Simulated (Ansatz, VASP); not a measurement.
# ZnO (zincite) in two plane-wave programs, part 3 of 3

Aim: how closely do two programs agree when they are given the same cell, functional and k mesh? The cell is taken from a series of runs on this material, whose earlier steps may have relaxed, scaled, displaced or heated it; both programs get it as it stands.

VASP 6.6.1 and Ansatz 0.2.0.

So far: The structure; Ansatz: zone-centre phonons, LDA; VASP: zone-centre phonons, LDA.

## (3) VASP: zone-centre phonons, LDA (continued)

Level of this step: LDA; plane waves and PAW (O, Zn) (VASP).

Numbers of over 12 decimals in the logs are rounded to 6 here.

OUTCAR, selected parts (step 3):

```text
ion  position               nearest neighbor table
   1  0.667  0.333  0.379-   3 1.98   3 1.98   3 1.98   4 1.99
   2  0.333  0.667  0.879-   4 1.98   4 1.98   4 1.98   3 1.99
   3  0.333  0.667  0.500-   1 1.98   1 1.98   1 1.98   2 1.99
   4  0.667  0.333  0.000-   2 1.98   2 1.98   2 1.98   1 1.99

  LATTYP: Found a hexagonal cell.
 ALAT       =     3.2500015503
 C/A-ratio  =     1.6164155879

 Subroutine GETGRP returns: Found 12 space group operations
 (whereof  6 operations were pure point group operations)

The static configuration has the point symmetry C_3v.
 The point group associated with its full space group is C_6v.

 Found    162 irreducible k-points:

   k-points           NKPTS =    162   k-points in BZ     NKDIM =    162   number of bands    NBANDS=     24

   dimension x,y,z NGX =    28 NGY =   28 NGZ =   42
   dimension x,y,z NGXF=    56 NGYF=   56 NGZF=   84

   ENCUT  =  600.0 eV  44.10 Ry    6.64 a.u.   6.49  6.49 10.49*2*pi/ulx,y,z

   NELECT =      36.0000    total number of electrons

 k-points in reciprocal lattice and weights: Automatic mesh
   0.00000000  0.00000000  0.00000000       0.000
   0.06666667 -0.00000000  0.00000000       0.003
   0.13333333  0.00000000  0.00000000       0.003
   0.20000000 -0.00000000  0.00000000       0.003
   0.26666667  0.00000000  0.00000000       0.003
   0.33333333 -0.00000000  0.00000000       0.003
   0.40000000 -0.00000000  0.00000000       0.003
   0.46666667  0.00000000  0.00000000       0.003
   0.06666667  0.06666667  0.00000000       0.003
[...]
-1.625000775  2.814583905  0.000000000     0.000000000  0.355292304  0.000000000
     0.000000000  0.000000000  5.253353167     0.000000000  0.000000000  0.190354611

 POSITION                                       TOTAL-FORCE (eV/Angst)
 -----------------------------------------------------------------------------------
      1.62500      0.93819      1.98999         0.000000     -0.000000     -0.001028
     -0.00000      1.87639      4.61666        -0.000000      0.000000     -0.001028
     -0.00000      1.87639      2.62776        -0.000000      0.000000      0.001028
      1.62500      0.93819      0.00109         0.000000     -0.000000      0.001028
 -----------------------------------------------------------------------------------
    total drift:                                0.000001      0.000001     -0.000510

 MACROSCOPIC STATIC DIELECTRIC TENSOR (including local field effects in DFT)
 ------------------------------------------------------
           5.321909     0.000000     0.000000
           0.000000     5.321909     0.000000
           0.000000     0.000000     5.309242
 ------------------------------------------------------

 PIEZOELECTRIC TENSOR (including local field effects)  for field in x, y, z        (C/m^2)
          XX          YY          ZZ          XY          YZ          ZX
  --------------------------------------------------------------------------------
  x     0.00000    -0.00000     0.00000     0.00000     0.00000     0.40608
  y     0.00000     0.00000     0.00000     0.00000     0.40608     0.00000
  z     0.38245     0.38245    -0.77476     0.00000     0.00000     0.00000

 BORN EFFECTIVE CHARGES (including local field effects) (in |e|, cummulative output)
 ---------------------------------------------------------------------------------
 ion    1
    1    -2.10235    -0.00000    -0.00000
    2    -0.00000    -2.10235    -0.00000
    3     0.00000    -0.00000    -2.15904
 ion    2
    1    -2.10235    -0.00000     0.00000
    2    -0.00000    -2.10235     0.00000
    3    -0.00000     0.00000    -2.15904
 ion    3
    1     2.10235     0.00000     0.00000
    2     0.00000     2.10235     0.00000
    3    -0.00000     0.00000     2.15904
 ion    4
    1     2.10235     0.00000     0.00000
    2     0.00000     2.10235     0.00000
    3     0.00000     0.00000     2.15904

 Eigenvectors and eigenvalues of the dynamical matrix
 ----------------------------------------------------

   1 f  =   15.477683 THz    97.249149 2PiTHz  516.279923 cm-1    64.010523 meV
             X         Y         Z           dx          dy          dz
      1.625001  0.938195  1.989986    -0.000000    0.000000   -0.704088
     -0.000000  1.876389  4.616662     0.000000   -0.000000    0.704088
     -0.000000  1.876389  2.627764    -0.000000   -0.000000   -0.065268
      1.625001  0.938195  0.001088    -0.000000    0.000000    0.065268

   2 f  =   12.045145 THz    75.681879 2PiTHz  401.782795 cm-1    49.814695 meV
             X         Y         Z           dx          dy          dz
      1.625001  0.938195  1.989986     0.459198    0.472152   -0.000000
     -0.000000  1.876389  4.616662    -0.459198   -0.472152   -0.000000
     -0.000000  1.876389  2.627764    -0.179400   -0.184460   -0.000000
      1.625001  0.938195  0.001088     0.179400    0.184460   -0.000000

   3 f  =   12.045145 THz    75.681879 2PiTHz  401.782795 cm-1    49.814695 meV
             X         Y         Z           dx          dy          dz
      1.625001  0.938195  1.989986     0.472152   -0.459198    0.000000
     -0.000000  1.876389  4.616662    -0.472152    0.459198    0.000000
     -0.000000  1.876389  2.627764    -0.184460    0.179400    0.000000
      1.625001  0.938195  0.001088     0.184460   -0.179400    0.000000

   4 f  =   11.152149 THz    70.071016 2PiTHz  371.995634 cm-1    46.121560 meV
             X         Y         Z           dx          dy          dz
      1.625001  0.938195  1.989986     0.441836    0.454303    0.000000
     -0.000000  1.876389  4.616662     0.441836    0.454303    0.000000
     -0.000000  1.876389  2.627764    -0.218693   -0.224864   -0.000000
      1.625001  0.938195  0.001088    -0.218693   -0.224864   -0.000000

   5 f  =   11.152149 THz    70.071016 2PiTHz  371.995634 cm-1    46.121560 meV
             X         Y         Z           dx          dy          dz
      1.625001  0.938195  1.989986     0.454303   -0.441836   -0.000000
     -0.000000  1.876389  4.616662     0.454303   -0.441836   -0.000000
     -0.000000  1.876389  2.627764    -0.224864    0.218693   -0.000000
      1.625001  0.938195  0.001088    -0.224864    0.218693    0.000000

   6 f  =   10.587007 THz    66.520128 2PiTHz  353.144545 cm-1    43.784324 meV
             X         Y         Z           dx          dy          dz
      1.625001  0.938195  1.989986    -0.000000   -0.000000    0.633119
     -0.000000  1.876389  4.616662    -0.000000   -0.000000    0.633119
     -0.000000  1.876389  2.627764     0.000000    0.000000   -0.314898
      1.625001  0.938195  0.001088     0.000000    0.000000   -0.314898

   7 f  =    7.501539 THz    47.133560 2PiTHz  250.224409 cm-1    31.023859 meV
             X         Y         Z           dx          dy          dz
      1.625001  0.938195  1.989986     0.000000    0.000000   -0.065268
     -0.000000  1.876389  4.616662     0.000000    0.000000    0.065268
     -0.000000  1.876389  2.627764    -0.000000   -0.000000    0.704088
      1.625001  0.938195  0.001088     0.000000    0.000000   -0.704088

   8 f  =    2.916554 THz    18.325251 2PiTHz   97.285781 cm-1    12.061894 meV
             X         Y         Z           dx          dy          dz
      1.625001  0.938195  1.989986     0.179405    0.184455    0.000000
     -0.000000  1.876389  4.616662    -0.179405   -0.184455    0.000000
     -0.000000  1.876389  2.627764     0.459213    0.472137    0.000000
      1.625001  0.938195  0.001088    -0.459213   -0.472137    0.000000

   9 f  =    2.916554 THz    18.325251 2PiTHz   97.285781 cm-1    12.061894 meV
             X         Y         Z           dx          dy          dz
      1.625001  0.938195  1.989986     0.184455   -0.179405   -0.000000
     -0.000000  1.876389  4.616662    -0.184455    0.179405   -0.000000
     -0.000000  1.876389  2.627764     0.472137   -0.459213   -0.000000
      1.625001  0.938195  0.001088    -0.472137    0.459213   -0.000000

  10 f/i=    0.002760 THz     0.017341 2PiTHz    0.092059 cm-1     0.011414 meV
             X         Y         Z           dx          dy          dz
      1.625001  0.938195  1.989986    -0.313513    0.010012   -0.000000
     -0.000000  1.876389  4.616662    -0.313513    0.010012   -0.000000
     -0.000000  1.876389  2.627764    -0.633404    0.020227   -0.000000
      1.625001  0.938195  0.001088    -0.633404    0.020227   -0.000000

  11 f/i=    0.002760 THz     0.017341 2PiTHz    0.092059 cm-1     0.011414 meV
             X         Y         Z           dx          dy          dz
      1.625001  0.938195  1.989986     0.010012    0.313513   -0.000000
     -0.000000  1.876389  4.616662     0.010012    0.313513   -0.000000
     -0.000000  1.876389  2.627764     0.020227    0.633404   -0.000000
      1.625001  0.938195  0.001088     0.020227    0.633404   -0.000000

  12 f/i=    0.023099 THz     0.145133 2PiTHz    0.770488 cm-1     0.095528 meV
             X         Y         Z           dx          dy          dz
      1.625001  0.938195  1.989986    -0.000000    0.000000    0.314898
     -0.000000  1.876389  4.616662    -0.000000    0.000000    0.314898
     -0.000000  1.876389  2.627764    -0.000000    0.000000    0.633119
      1.625001  0.938195  0.001088    -0.000000    0.000000    0.633119

 MACROSCOPIC STATIC DIELECTRIC TENSOR IONIC CONTRIBUTION
 ------------------------------------------------------
           5.086667     0.000000    -0.000000
           0.000000     5.086667    -0.000000
          -0.000000    -0.000000     5.935117
 ------------------------------------------------------

 ELASTIC MODULI CONTR FROM IONIC RELAXATION (kBar)
 Direction    XX          YY          ZZ          XY          YZ          ZX
 --------------------------------------------------------------------------------
 XX        -518.8983    220.0322    291.2198     -0.0000      0.0000      0.0000
 YY         220.0322   -518.8983    291.2198     -0.0000      0.0000     -0.0000
 ZZ         291.2198    291.2198   -567.5383      0.0000     -0.0000     -0.0000
 XY          -0.0000     -0.0000      0.0000   -369.4653      0.0000      0.0000
 YZ           0.0000     -0.0000     -0.0000      0.0000   -130.8699     -0.0000
 ZX           0.0000     -0.0000     -0.0000      0.0000     -0.0000   -126.3388
 --------------------------------------------------------------------------------

 PIEZOELECTRIC TENSOR IONIC CONTR  for field in x, y, z        (C/m^2)
          XX          YY          ZZ          XY          YZ          ZX
  --------------------------------------------------------------------------------
  x     0.00000    -0.00000    -0.00000     0.00000    -0.00000    -0.75432
  y    -0.00000    -0.00000    -0.00000     0.00000    -0.76773    -0.00000
  z    -0.88616    -0.88616     1.72697    -0.00000     0.00000     0.00000
```

With a direct gap this small, the dielectric response converges slowly with the mesh, so tensor and charges are uncertain; a mesh that holds the point of the least gap tends to give too large a tensor.

## (4) Side by side

Known differences besides the potentials themselves: fixed occupations in Ansatz, narrow Gaussian smearing in VASP; VASP's response is taken on the typed mesh, Ansatz refines its own for the field response alone; the cutoff is 420 eV in Ansatz and 600 eV in VASP; VASP's log shows a relativistic correction to its local exchange, Ansatz's none; VASP's log repeats an internal error in its field response. Total energies have different zeros and are not compared.

Compared:

```tsv
quantity	Ansatz	VASP	difference
ε∞ xx	5.29	5.32	-0.66 %
ε∞ yy	5.29	5.32	-0.66 %
ε∞ zz	5.33	5.31	+0.47 %
Born charge of O1 (mean of the diagonal) (e)	-2.13	-2.12	-0.01
Born charge of Zn3 (mean of the diagonal) (e)	2.13	2.12	+0.01
optical mode 1 to 2 (cm⁻¹)	98.0	97.3	+0.72 %
optical mode 3 (cm⁻¹)	246.7	250.2	-1.42 %
optical mode 4 (cm⁻¹)	343.4	353.1	-2.76 %
optical mode 5 to 6 (cm⁻¹)	362.9	372.0	-2.43 %
optical mode 7 to 8 (cm⁻¹)	392.5	401.8	-2.32 %
optical mode 9 (cm⁻¹)	510.2	516.3	-1.19 %
```

Modes are paired by rising frequency, not by their patterns, so a pair may set unlike modes beside each other; they are those without the splitting of longitudinal modes.

## (5) Results

| Quantity | Value |
| --- | --- |
| r.m.s. difference of the optical zone-centre modes, each program's sorted by frequency (zone-centre phonons, LDA) | 7.3 cm⁻¹ |
| difference in optical mode 4 (zone-centre phonons, LDA) | -2.8 % |

What this shows: The r.m.s. difference of the optical zone-centre modes, each program's sorted by frequency is 7.3 cm⁻¹ (zone-centre phonons, LDA). Among the rows given in per cent, the largest difference of the zone-centre phonons, LDA pair is in optical mode 4, -2.8 %. How closely two codes agree says nothing of how well the functional describes the real material.

[Lines on the potential files, build, host, timing and source positions are cut from VASP's logs without a mark.]

[Logs are printed without paths, hosts, clocks, repeated set-up lines and the standing remarks that a program may print on its own settings, such as how far it seeks lower states.]

[Hosts, paths, dates, database ids (printed as entryN), source tags and the programs' standing remarks are cut or masked in the printed files.]
